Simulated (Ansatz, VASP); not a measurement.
# LiCaCl3: VASP beside Ansatz

One calculation is typed for both programs; each brings its own data sets. How far apart do they land? The cell is generated by rule, not measured, and may not be a known phase. The cell is taken from a series of runs on this material, whose earlier steps may have relaxed, scaled, displaced or heated it; both programs get it as it stands.

Program: Ansatz 0.2.0. Level of theory: plane waves, with VASP 6.6.1 beside it; relaxation of cell and atoms at PBEsol. Results are calculated unless marked as measured.

### Step 1. Starting point

Symmetry: Pm-3m, No. 221, cubic system. Conventional cell: a = 5.269 Å, b = 5.269 Å, c = 5.269 Å, α = 90.00°, β = 90.00°, γ = 90.00°. Nearest to Li lie 12 Cl at 3.73 Å. Nearest to Ca lie 6 Cl at 2.63 Å. Cl has 2 Ca at 2.63 Å nearest. Farther neighbours and most contacts between anions are not listed.

### Step 2. Ansatz: relaxation of cell and atoms, PBEsol, pair 1

Ansatz runs on its PAW soft_1 files.

The relaxed volume is the usual yardstick between codes: in a stiff, nearly cubic crystal its relative difference is about their pressure difference at one cell divided by the bulk modulus.

Contents of input.yaml:

```yaml
crystal:
  lattice:
    - [5.2685691935, 0.0, 0.0]
    - [0.0, 5.2685691935, 0.0]
    - [0.0, 0.0, 5.2685691935]
  atoms:
    - { symbol: Li, position: [0.0, 0.0, 0.0] }
    - { symbol: Ca, position: [0.5, 0.5, 0.5] }
    - { symbol: Cl, position: [0.5, 0.5, 0.0] }
    - { symbol: Cl, position: [0.5, 0.0, 0.5] }
    - { symbol: Cl, position: [0.0, 0.5, 0.5] }
kpoints:
  mp_grid: { grid: [4, 4, 4] }
hamiltonian:
  xc: pbesol
  pseudopotentials: { kind: paw, azcp: { folder: soft_1 }, xc_functional: pbe }
scf:
  occupations: { method: gaussian, width: 0.02 }
output:
  forces: true
  stress: true
  eigenvalues: true
  write_density: true
  write_potential: true
  elf: true
  volumetric_format: npy
relax:
  adjacent_minimum: "off"
  f_tol: 0.005
  max_steps: 80
  cell: { stress_tol: 0.05 }
```

Started as:

```console
$ ansatz run input.yaml --threads 4 --pin off --max-ram 16384MiB --backend cpu --events-out ev --progress --plain --runs-dir out
```

Numbers of over 12 decimals in the logs are rounded to 6 here.

What it wrote:

```text
Engine: ansatz 0.2.0, aarch64-unknown-linux-gnu
Pseudopotentials: kind: paw
Pseudopotential: Li, paw, valence charge 3, recommended cutoff 420 eV (normal), soft_1/Li.paw.azcp
Pseudopotential: Ca, paw, valence charge 10, recommended cutoff 420 eV (normal), soft_1/Ca.paw.azcp
Pseudopotential: Cl, paw, valence charge 7, recommended cutoff 420 eV (normal), soft_1/Cl.paw.azcp
Functional definition: PBEsol
  exchange = pbesol_x
  correlation = pbesol_c
Crystal: 5 atoms, lattice volume = 146.244 Å³
Basis set: ecut = 420 eV, 2897 PW (Γ), exchange–correlation on 72×72×72 points (8 copies of the dense FFT grid, shifted against one another)
Bands: 22, of which v1, the nominal top of the filled ones, is band 17 counted from 1 (16 counted from 0)
Symmetry: 48 space group operations
Space group: Pm-3m (ITA 221), of the structure as read, at distance tolerance 5.3e-5 Å
k-points: 10 of 64
Non-local potential: Li, projectors of the file, l = 0: 3, l = 1: 2, l = 2: 1
Non-local potential: Ca, projectors of the file, l = 0: 3, l = 1: 2, l = 2: 2
Non-local potential: Cl, projectors of the file, l = 0: 2, l = 1: 2, l = 2: 1
PAW form: soft (Blöchl's): semilocal exchange-correlation on the pseudo side does not see the compensation charge
PAW frozen core: Ca, regenerated for the run's functional, and the local potential with it (the file was generated under x = pbe(κ = 0.804, μ = 0.219515), c = pbe(β = 0.066725))
PAW frozen core: Cl, regenerated for the run's functional, and the local potential with it (the file was generated under x = pbe(κ = 0.804, μ = 0.219515), c = pbe(β = 0.066725))
PAW one-centre angular grid: Li, 110 points (default); XC on 64 Gauss nodes
PAW one-centre angular grid: Ca, 110 points (default); XC on 64 Gauss nodes
PAW one-centre angular grid: Cl, 110 points (default); XC on 64 Gauss nodes
Initial density: superposition of atomic densities (chi_scale 0.1, normalization cell), built separately for each of the 2 bonded fragments (scf.initial_density.interfragment_charge_transfer: auto; true builds it for the cell as a whole; a typed value also counts as a typed key of the start: scf.initial_density.chi_scale says what that changes, if anything)
Initial wavefunctions: pseudopotential atomic-orbital guess
Functional: x = pbesol(κ = 0.804, μ = 0.123457), c = pbesol(β = 0.046)
SCF iter   1: F=—  HF=-5191.867856 eV  |F-HF|=—  |Δ(HF+E_count)|=         —  Δρ=4.88e-2  dr2=8.79e0  ethr=3.10e-3  ⟨swp⟩=10.7  Hψ=1573  notcnv=0
preconditioner: auto → Resta (q_TF=auto, 2.139 Å⁻¹)  ε∞=4.8  [insulator: Δε(μ)=2.151 eV  Ē_g=7.707 eV  σ=0.020 eV  W_gap=1.00  n_scr=26 (ndim 8)  ℏωp=15.0 eV  f_vac=0.000  D(μ)=0.00/eV (n_scr^D=0)  ε∞_Penn≈4.8]
SCF iter   2: F=—  HF=-5189.236552 eV  |F-HF|=—  |Δ(HF+E_count)|=    2.63e0  Δρ=1.67e-2  dr2=1.70e0  ethr=3.10e-3  ⟨swp⟩=4.5  Hψ=575  notcnv=0  defer=10
SCF iter   3: F=—  HF=-5188.632960 eV  |F-HF|=—  |Δ(HF+E_count)|=   6.04e-1  Δρ=7.85e-3  dr2=4.28e-1  ethr=3.10e-3  ⟨swp⟩=3.2  Hψ=415  notcnv=0  defer=10
SCF iter   4: F=—  HF=-5188.476534 eV  |F-HF|=—  |Δ(HF+E_count)|=   1.56e-1  Δρ=2.15e-3  dr2=2.10e-2  ethr=1.26e-3  ⟨swp⟩=4.2  Hψ=489  notcnv=0  defer=9
SCF iter   5: F=—  HF=-5188.481140 eV  |F-HF|=—  |Δ(HF+E_count)|=   4.61e-3  Δρ=7.70e-4  dr2=1.97e-3  ethr=6.16e-5  ⟨swp⟩=2.8  Hψ=396  notcnv=0  defer=10
SCF iter   6: F=—  HF=-5188.482226 eV  |F-HF|=—  |Δ(HF+E_count)|=   1.09e-3  Δρ=1.67e-4  dr2=5.33e-5  ethr=5.79e-6  ⟨swp⟩=2.7  Hψ=349  notcnv=0  defer=10
SCF iter   7: F=—  HF=-5188.482140 eV  |F-HF|=—  |Δ(HF+E_count)|=   8.66e-5  Δρ=3.13e-5  dr2=2.74e-6  ethr=1.57e-7  ⟨swp⟩=2.0  Hψ=371  notcnv=0  defer=10
SCF iter   8: F=—  HF=-5188.482144 eV  |F-HF|=—  |Δ(HF+E_count)|=   4.11e-6  Δρ=7.80e-6  dr2=1.51e-7  ethr=8.06e-9  ⟨swp⟩=2.5  Hψ=374  notcnv=0  defer=10
SCF iter   9: F=-5188.482144 eV  HF=-5188.482144 eV  |F-HF|=1.79e-8  |Δ(HF+E_count)|=   3.84e-7  Δρ=1.69e-6  dr2=5.76e-9  ethr=2.94e-10  ⟨swp⟩=15.7  Hψ=2005  notcnv=0
SCF 1 converged in 9 iterations: F = -5188.482144 eV  dr2 = 5.76e-9
  greatest PAW one-centre occupation: 0.999 electrons in one spin orbital (limit 2), on the Li atom at site 0 (counted from 0), in its partial waves of l = 0
relax step   1: F+E_penalty+E_count = -5188.48214412 eV  Δ(F+E_penalty+E_count) = +0.000e0 eV  max|allowed force component| = 2.169e-28 eV/Å  Δτ_max = 0.0000 Å  P = -0.031 GPa  Ω = 146.244 Å³  (9 SCF iters, dr2 threshold 1.00e-7 eV, accepted)
Initial density: handed on by an earlier stage of this run
Initial wavefunctions: pseudopotential atomic-orbital guess (no wavefunctions were taken with the density)
iter 1 solved again at ethr=9.14e-8 eV; its pass at ethr=3.10e-3 eV (dr2=3.11e-5 eV) is discarded
SCF iter   1: F=—  HF=-5188.482309 eV  |F-HF|=—  |Δ(HF+E_count)|=         —  Δρ=4.56e-6  dr2=1.36e-8  ethr=9.14e-8  ⟨swp⟩=4.1  Hψ=2194  notcnv=0
preconditioner: auto → Resta (q_TF=auto, 2.139 Å⁻¹)  ε∞=3.1  [insulator: Δε(μ)=3.737 eV  Ē_g=10.263 eV  σ=0.020 eV  W_gap=1.00  n_scr=26 (ndim 8)  ℏωp=15.0 eV  f_vac=0.177  D(μ)=0.00/eV (n_scr^D=0)  ε∞_Penn≈3.1]
SCF iter   2: F=—  HF=-5188.482144 eV  |F-HF|=—  |Δ(HF+E_count)|=   1.65e-4  Δρ=2.38e-6  dr2=6.21e-9  ethr=4.00e-11  ⟨swp⟩=3.6  Hψ=563  notcnv=0
SCF iter   3: F=—  HF=-5188.482144 eV  |F-HF|=—  |Δ(HF+E_count)|=   5.34e-9  Δρ=1.54e-6  dr2=2.61e-9  ethr=1.83e-11  ⟨swp⟩=2.3  Hψ=285  notcnv=0
SCF iter   4: F=—  HF=-5188.482144 eV  |F-HF|=—  |Δ(HF+E_count)|=   7.34e-9  Δρ=4.11e-7  dr2=1.34e-10  ethr=7.68e-12  ⟨swp⟩=2.0  Hψ=365  notcnv=0
SCF iter   5: F=—  HF=-5188.482144 eV  |F-HF|=—  |Δ(HF+E_count)|=  2.24e-10  Δρ=3.89e-7  dr2=9.35e-11  ethr=1.00e-12  ⟨swp⟩=7.5  Hψ=1090  notcnv=0
SCF iter   6: F=-5188.482144 eV  HF=-5188.482144 eV  |F-HF|=3.27e-11  |Δ(HF+E_count)|=  8.00e-11  Δρ=2.10e-7  dr2=2.61e-11  ethr=1.00e-12  ⟨swp⟩=5.1  Hψ=1029  notcnv=0
SCF 2 converged in 6 iterations: F = -5188.482144 eV  dr2 = 2.61e-11
relax step   2: F+E_penalty+E_count = -5188.48214412 eV  Δ(F+E_penalty+E_count) = -3.160e-9 eV  max|allowed force component| = 1.950e-28 eV/Å  Δτ_max = 0.0000 Å  P = -0.031 GPa  Ω = 146.244 Å³  stress off target by 3.06e-2 GPa  SCF on the basis re-selected at this cell (its energy is not comparable with the rows above)  (6 SCF iters)
basis re-selected at this cell: Δ(F+E_penalty+E_count) = -3.160e-9 eV, ΔP = +0.000 GPa vs the last step (what re-selecting the basis moved, of the pressure what is left beyond the Pulay correction that the steps carried, after the strain that the cell walked since its last selection, with what the two solves' SCF thresholds leave and, on support functions, any second-order correction that the steps lacked; it is no m [...]
SCF converged after 6 iterations
Free energy (F): -5188.482144 eV
Harris-Foulkes:  -5188.482144 eV  (|F-HF|=3.27e-11)
Internal energy: -5188.482144 eV  (E = F + TS)
E sigma→0 (E₀):  -5188.482144 eV
Fermi energy:    2.423533 eV
--- Per-component energies (eV) ---
  E_band       = -358.290882
  E_kinetic    = 728.134253
  E_local      = -2141.980693  (includes V_loc(G=0)·N_el)
  E_nonlocal   = 166.023607
  E_hartree    = 753.231201
  E_xc         = -455.149671
  E_vxc        = -518.261389  (∫ρ·V_xc dr)
  E_paw        = -2791.340072  (= ΣΔE_a)
  E_vpaw       = -98.669635  (= ΣTr[D̂ρ^β])
  E_aug_tail   = 0.000570  (compensation charges beyond the density's cutoff)
  E_ewald      = -1447.755431
  E_core_change = 0.354091  (= ΣΔE_core)
  E_smearing   = -0.000000  (= −TS)
  E_closure    = 0.000000  (closes the sum)
  Σ components = -5188.482144   (vs F -5188.482144, Δ=0.00e0)
--- Forces (eV/Å), atoms counted from 1 ---
  atom   1  Li    -0.00000000     0.00000000     0.00000000
  atom   2  Ca     0.00000000     0.00000000     0.00000000
  atom   3  Cl     0.00000000    -0.00000000     0.00000000
  atom   4  Cl     0.00000000    -0.00000000    -0.00000000
  atom   5  Cl     0.00000000     0.00000000     0.00000000
  max |Σ_I F_I| component: 5.39e-28 eV/Å
--- Stress (GPa, compression-positive) ---
       -0.030577       0.000000       0.000000
       -0.000000      -0.030577       0.000000
        0.000000       0.000000      -0.030577
  P = ⅓ Tr σ = -0.0306 GPa (-0.306 kbar)
--- Band table (eV; the first three rows and the last of 10) ---
  k-point 0: bands = [... 13 lower, -0.0251, 0.2388, 0.2388, 0.2388, 4.2920, 6.1931, 6.1931, 6.1931, ... 1 higher]
  k-point 1: bands = [... 13 lower, -0.1816, -0.0964, 0.1781, 0.1781, 4.8353, 6.2452, 6.6783, 6.6783, ... 1 higher]
  k-point 2: bands = [... 13 lower, -0.4396, -0.1650, 0.1628, 0.1628, 5.8854, 6.1184, 6.2999, 7.1806, ... 1 higher]
  k-point 9: bands = [... 13 lower, -0.9634, 0.5549, 0.5549, 0.5549, 5.2575, 8.2435, 8.2435, 8.2435, ... 1 higher]
--- Relaxed structure (1 steps of the walk, 1 accepted, 1 SCFs on fresh bases) ---
  F+E_penalty+E_count = -5188.48214412 eV   max|allowed force component| = 1.950e-28 eV/Å   (the final SCF, on the basis selected at the relaxed cell)
  cell:  # Å, volume = 146.2440 Å³
    - [5.2685691935, 0.0, 0.0]
    - [0.0, 5.2685691935, 0.0]
    - [0.0, 0.0, 5.2685691935]
  atoms:
    - { symbol: Li, position: [0.0, 0.0, 0.0] }
    - { symbol: Ca, position: [0.500000, 0.500000, 0.500000] }
    - { symbol: Cl, position: [0.500000, 0.500000, 0.0] }
    - { symbol: Cl, position: [0.500000, 0.0, 0.500000] }
    - { symbol: Cl, position: [0.0, 0.500000, 0.500000] }
```

The column dr2 measures how far the density is from self-consistency, as an energy; F and HF (Harris–Foulkes) agree once it is small.

### Step 3. VASP: relaxation of cell and atoms, PBEsol, pair 1

The same cell, functional, mesh and smearing now go to VASP, with its own data sets.

Lines of VASP's logs that name or quote its potential files are left out, and so is its time.

Contents of INCAR:

```
SYSTEM = LiCaCl3
PREC = Accurate
ENCUT = 750
EDIFF = 1E-07
NELM = 120
ISMEAR = 0
SIGMA = 0.02
LREAL = .FALSE.
ALGO = Normal
GGA = PS
NBANDS = 23
LORBIT = 11
LWAVE = .FALSE.
LCHARG = .FALSE.
ISIF = 3
IBRION = 2
NSW = 80
EDIFFG = -0.005
LASPH = .TRUE.
GGA_COMPAT = .FALSE.
NELMIN = 4
EFERMI = MIDGAP
KPAR = 2
```

Contents of POSCAR:

```
LiCaCl3
1.0
    5.2685690000      0.0000000000      0.0000000000
    0.0000000000      5.2685690000      0.0000000000
    0.0000000000      0.0000000000      5.2685690000
Li Ca Cl
1 1 3
Direct
    0.0000000000      0.0000000000      0.0000000000
    0.5000000949      0.5000000949      0.5000000949
    0.5000000949      0.5000000949      0.0000000000
    0.5000000949      0.0000000000      0.5000000949
    0.0000000000      0.5000000949      0.5000000949
```

Contents of KPOINTS:

```
Automatic mesh
0
Gamma
4 4 4
0 0 0
```

The projector-augmented-wave data sets are Li_sv, Ca_sv and Cl (PBE family, release 64).

Started as:

```console
$ mpirun -np 2 vasp_std
```

What it wrote:

```text
[banner, memory and clock lines left out]
running    2 mpi-ranks, on    1 nodes
 distrk:  each k-point on    1 cores,    2 groups
 distr:  one band on    1 cores,    1 groups

 POSCAR found type information on POSCAR LiCaCl
 POSCAR found :  3 types and       5 ions
|                                                                             |
|               ----> ADVICE to this user running VASP <----                  |
|                                                                             |
|     You enforced a specific xc type in the INCAR file but a different       |
|     [... a line on the potential file left out ...]
|     I HOPE YOU KNOW WHAT YOU ARE DOING!                                     |
|                                                                             |

 LDA part: xc-table for (Slater+PW92), standard interpolation
 POSCAR, INCAR and KPOINTS ok, starting setup
 FFT: planning ... GRIDC
 FFT: planning ... GRID_SOFT
 FFT: planning ... GRID
 WAVECAR not read
 entering main loop
       N       E                     dE             d eps       ncg     rms          rms(c)
DAV:   1     0.327214212347E+03    0.32721E+03   -0.17519E+04   460   0.172E+03
DAV:   2     0.823657809490E+01   -0.31898E+03   -0.31192E+03   663   0.351E+02
DAV:   3    -0.182126871822E+02   -0.26449E+02   -0.26359E+02   630   0.932E+01
DAV:   4    -0.202414295825E+02   -0.20287E+01   -0.20256E+01   889   0.200E+01
DAV:   5    -0.202800490805E+02   -0.38619E-01   -0.38618E-01   597   0.277E+00    0.524E+00
DAV:   6    -0.196034134238E+02    0.67664E+00   -0.10006E+00   579   0.425E+00    0.350E+00
DAV:   7    -0.193996393240E+02    0.20377E+00   -0.42372E-01   593   0.315E+00    0.150E+00
DAV:   8    -0.193804218172E+02    0.19218E-01   -0.80300E-02   755   0.172E+00    0.313E-01
DAV:   9    -0.193822773066E+02   -0.18555E-02   -0.67811E-03   616   0.550E-01    0.175E-01
DAV:  10    -0.193831765288E+02   -0.89922E-03   -0.13922E-03   584   0.229E-01    0.329E-02
DAV:  11    -0.193832018238E+02   -0.25295E-04   -0.24361E-04   660   0.118E-01    0.148E-02
DAV:  12    -0.193832097016E+02   -0.78778E-05   -0.28063E-05   709   0.312E-02    0.717E-03
DAV:  13    -0.193832116021E+02   -0.19005E-05   -0.30220E-06   604   0.135E-02    0.320E-03
DAV:  14    -0.193832123074E+02   -0.70528E-06   -0.66064E-07   500   0.495E-03    0.664E-04
DAV:  15    -0.193832123564E+02   -0.49004E-07   -0.22674E-08   412   0.129E-03
   1 F= -.19383212E+02 E0= -.19383212E+02  d E =-.193832E+02
 curvature:   0.00 expect dE= 0.000E+00 dE for cont linesearch  0.000E+00
 trial: gam= 0.00000 g(F)=  0.000E+00 g(S)=  0.124E-03 ort = 0.000E+00 (trialstep = 0.100E+01)
 search vector abs. value=  0.124E-03
 bond charge predicted
       N       E                     dE             d eps       ncg     rms          rms(c)
DAV:   1    -0.193840139075E+02   -0.80160E-03   -0.16876E-02   565   0.912E-01    0.164E-01
DAV:   2    -0.193834198640E+02    0.59404E-03   -0.15835E-03   630   0.237E-01    0.652E-02
DAV:   3    -0.193832990425E+02    0.12082E-03   -0.30645E-04   580   0.113E-01    0.332E-02
DAV:   4    -0.193832947967E+02    0.42458E-05   -0.93929E-05   745   0.396E-02    0.126E-02
DAV:   5    -0.193832948604E+02   -0.63738E-07   -0.42084E-06   551   0.156E-02    0.834E-03
DAV:   6    -0.193832931627E+02    0.16977E-05   -0.12081E-06   752   0.692E-03    0.266E-03
DAV:   7    -0.193832931844E+02   -0.21690E-07   -0.42180E-07   620   0.484E-03
   2 F= -.19383293E+02 E0= -.19383293E+02  d E =-.808280E-04
 trial-energy change:   -0.000081  1 .order   -0.000080   -0.000124   -0.000036
 step:   1.3641(harm=  1.4019)  dis= 0.00000  next Energy=   -19.383300 (dE=-0.873E-04)
 reached required accuracy - stopping structural energy minimisation
```

From OUTCAR (step 3):

```text
ion  position               nearest neighbor table
   1  0.000  0.000  0.000-
   2  0.500  0.500  0.500-   3 2.63   4 2.63   5 2.63   3 2.63   4 2.63   5 2.63
   3  0.500  0.500  0.000-   2 2.63   2 2.63
   4  0.500  0.000  0.500-   2 2.63   2 2.63
   5  0.000  0.500  0.500-   2 2.63   2 2.63

  LATTYP: Found a simple cubic cell.
 ALAT       =     5.2685690000

 Subroutine GETGRP returns: Found 48 space group operations
 (whereof 48 operations were pure point group operations)

The static configuration has the point symmetry O_h .

 Found     10 irreducible k-points:

   k-points           NKPTS =     10   k-points in BZ     NKDIM =     10   number of bands    NBANDS=     23

   dimension x,y,z NGX =    48 NGY =   48 NGZ =   48
   dimension x,y,z NGXF=    96 NGYF=   96 NGZF=   96

   ENCUT  =  750.0 eV  55.12 Ry    7.42 a.u.  11.76 11.76 11.76*2*pi/ulx,y,z

   NELECT =      34.0000    total number of electrons

 k-points in reciprocal lattice and weights: Automatic mesh
   0.00000000  0.00000000  0.00000000       0.016
   0.25000000  0.00000000  0.00000000       0.094
   0.50000000  0.00000000  0.00000000       0.047
   0.25000000  0.25000000  0.00000000       0.188
   0.50000000  0.25000000  0.00000000       0.188
   0.50000000  0.50000000  0.00000000       0.047
   0.25000000  0.25000000  0.25000000       0.125
   0.50000000  0.25000000  0.25000000       0.188
   0.50000000  0.50000000  0.25000000       0.094
   0.50000000  0.50000000  0.50000000       0.016

 average (electrostatic) potential at core
       1 -66.5568       2 -47.3723       3 -94.2251       4 -94.2251       5 -94.2251

 E-fermi :   0.8935

 k-point     1 :       0.0000    0.0000    0.0000
  band No.  band energies     occupation
    ...
     13      -1.5537      2.00000
     14      -1.5537      2.00000
     15      -1.2852      2.00000
     16      -1.2852      2.00000
     17      -1.2852      2.00000
     18       2.7628      0.00000
     19       4.6820      0.00000
     20       4.6820      0.00000
     21       4.6820      0.00000
     22       6.2472      0.00000
    ...

 k-point     2 :       0.2500    0.0000    0.0000
  band No.  band energies     occupation
    ...
     13      -1.7096      2.00000
     14      -1.7096      2.00000
     15      -1.6248      2.00000
     16      -1.3466      2.00000
     17      -1.3466      2.00000
     18       3.3058      0.00000
     19       4.7339      0.00000
     20       5.1645      0.00000
     21       5.1645      0.00000
     22       5.7965      0.00000
    ...

 k-point     3 :       0.5000    0.0000    0.0000
  band No.  band energies     occupation
    ...
     13      -1.9675      2.00000
     14      -1.9675      2.00000
     15      -1.6931      2.00000
     16      -1.3626      2.00000
     17      -1.3626      2.00000
     18       4.3560      0.00000
     19       4.5872      0.00000
     20       4.7884      0.00000
     21       5.6604      0.00000
     22       5.6604      0.00000
    ...

  Total        0.0187564      0.0187564      0.0187564      0.0000000      0.0000000     -0.0000000
  in kB        0.2050968      0.2050968      0.2050968      0.0000000      0.0000000     -0.0000000
  external PRESSURE =       0.2050968 kB  Pullay stress =       0.0000000 kB

  energy-cutoff  :      750.00
  volume of cell :      146.52
      direct lattice vectors                 reciprocal lattice vectors
     5.271894757  0.000000000  0.000000000     0.189685122  0.000000000  0.000000000
    -0.000000000  5.271894757  0.000000000    -0.000000000  0.189685122  0.000000000
    -0.000000000 -0.000000000  5.271894757    -0.000000000 -0.000000000  0.189685122

 POSITION                                       TOTAL-FORCE (eV/Angst)
 -----------------------------------------------------------------------------------
      0.00000      0.00000      0.00000        -0.000000     -0.000000      0.000000
      2.63595      2.63595      2.63595         0.000000      0.000000      0.000000
      2.63595      2.63595      0.00000        -0.000000     -0.000000      0.000000
      2.63595     -0.00000      2.63595         0.000000      0.000000      0.000000
     -0.00000      2.63595      2.63595         0.000000      0.000000      0.000000
 -----------------------------------------------------------------------------------
    total drift:                               -0.001560     -0.001560     -0.001560

  FREE ENERGIE OF THE ION-ELECTRON SYSTEM (eV)
  ---------------------------------------------------
  free  energy   TOTEN  =       -19.3832931844 eV

  energy  without entropy=      -19.3832931844  energy(sigma->0) =      -19.38329318

 reached required accuracy - stopping structural energy minimisation

 total charge
# of ion       s       p       d       tot
------------------------------------------
    1        1.985   0.004   0.000   1.989
    2        2.035   5.868   0.267   8.171
    3        1.582   3.552   0.000   5.134
    4        1.582   3.552   0.000   5.134
    5        1.582   3.552   0.000   5.134
--------------------------------------------------
tot          8.766  16.529   0.267  25.562

[... 3 further parts left out ...]
```

### Step 4. Differences

Known differences besides the potentials themselves: the cutoff is 420 eV in Ansatz and 750 eV in VASP; Ansatz makes its cores anew for this functional, VASP keeps those of its PBE data sets; Ansatz adds a Pulay correction to the stress that steers its cell, VASP none. Total energies have different zeros and are not compared.

Compared:

```csv
quantity,Ansatz,VASP,difference
volume (Å³),146.24,146.52,-0.19 %
"edge a after relaxation, in the typed setting (Å)",5.269,5.272,-0.06 %
```

(Continued in part 2 of 2.)

[Lines on the potential files, build, host, timing and source positions are cut from VASP's logs without a mark.]

[Logs are printed without paths, hosts, clocks, repeated set-up lines and the standing remarks that a program may print on its own settings, such as how far it seeks lower states.]

[Hosts, paths, dates, database ids (printed as entryN), source tags and the programs' standing remarks are cut or masked in the printed files.]
